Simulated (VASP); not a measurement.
Here is a VASP 6.6.1 calculation.

The input INCAR:

```
SYSTEM = BeCdO2
PREC = Normal
ENCUT = 520
EDIFF = 1E-4
ISMEAR = 0
SIGMA = 0.15
LREAL = .FALSE.
LASPH = .TRUE.
NELM = 60
ALGO = Fast
ISIF = 3
LWAVE = .FALSE.
LCHARG = .FALSE.
GGA = PE
IBRION = 2
NSW = 24
EDIFFG = -0.08
KPAR = 4
```

Contents of KPOINTS:

```
regular mesh
0
G
  5 5 3
  0 0 0
```

File POSCAR:

```
BeCdO2
1.0
    3.4270933600      0.0000000000      0.0000000000
   -1.7135466800      2.9679499100      0.0000000000
    0.0000000000      0.0000000000      5.1350207200
Be Cd O
1 1 2
Direct
    0.0000000000      0.0000000000      0.5000000000
    0.0000000000      0.0000000000      0.0000000000
    0.3333333300      0.6666666700      0.0000000000
    0.6666666700      0.3333333300      0.0000000000
```

Potentials or basis: VASP PAW PBE potentials, release 64 (Be, Cd, O).

Command:

```console
$ cat potpaw_PBE.64/Be/POTCAR potpaw_PBE.64/Cd/POTCAR potpaw_PBE.64/O/POTCAR > POTCAR
$ mpirun -np 4 vasp_std > vasp.out
```

Problem. Estimate the band gap on the k mesh.

Solution. None (metal or under the smearing width).

Problem. Estimate the space group after relaxing (to 0.05 Å).

Solution. P6/mmm (No. 191).

Problem. Predict the relaxed volume.

Solution. 16.81 Å³/atom.

Step by step:
```csv
step,energy change (eV),largest force (eV/Å),pressure (GPa),volume (Å³)
1,0.0000,0.0000,58.08,52.23
2,-0.8725,0.0000,-17.95,95.43
3,-2.9439,0.0000,-1.87,70.95
4,-2.9472,0.0000,-0.78,70.35
5,-2.9473,0.0000,-0.24,69.96
6,-2.9532,0.0000,-0.18,69.51
7,-2.9666,0.0000,-0.03,68.17
8,-2.9526,0.0000,0.93,65.42
9,-2.9699,0.0000,0.52,67.23
```

Caveat: the k mesh is coarse (spacing up to 0.42 Å⁻¹), so the values aren't converged; the volume moved by over 15 % at a fixed basis, so the end points are rough; the relaxation stopped at a loose force limit of 0.08 eV/Å, so its end isn't a converged minimum.
